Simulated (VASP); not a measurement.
Input:

```yaml
crystal:
  lattice:
    - [4.82750, 0.00000, 0.00000]
    - [0.00000, 4.82750, 0.00000]
    - [0.00000, 0.00000, 3.24225]
  atoms:
    - { symbol: Sn, position: [0.00000, 0.00000, 0.00000] }
    - { symbol: Sn, position: [0.50000, 0.50000, 0.50000] }
    - { symbol: O, position: [0.30650, 0.30650, 0.00000] }
    - { symbol: O, position: [0.80650, 0.19350, 0.50000] }
    - { symbol: O, position: [0.19350, 0.80650, 0.50000] }
    - { symbol: O, position: [0.69350, 0.69350, 0.00000] }
```

Computed with PW91 GGA, VASP's PBE PAW potentials (set 64) (plane waves; VASP). Run with 520 eV cut-off, Gaussian smearing of 0.050 eV, potentials Sn_d O.

Unless said otherwise, spin-orbit coupling is left out, though it shifts the bands of the heavy elements here.

Question: What does the run give for the band gap (along the path) with the smallest direct gap where there is one?

Answer: 
band gap (along the path): 0.68 eV
smallest direct gap (along the path): 0.68 eV

Only differences to runs with the same potentials and settings are physical.

The compound is SnO2 in the rutile structure. It was relaxed first, which changed the volume by +5 %.
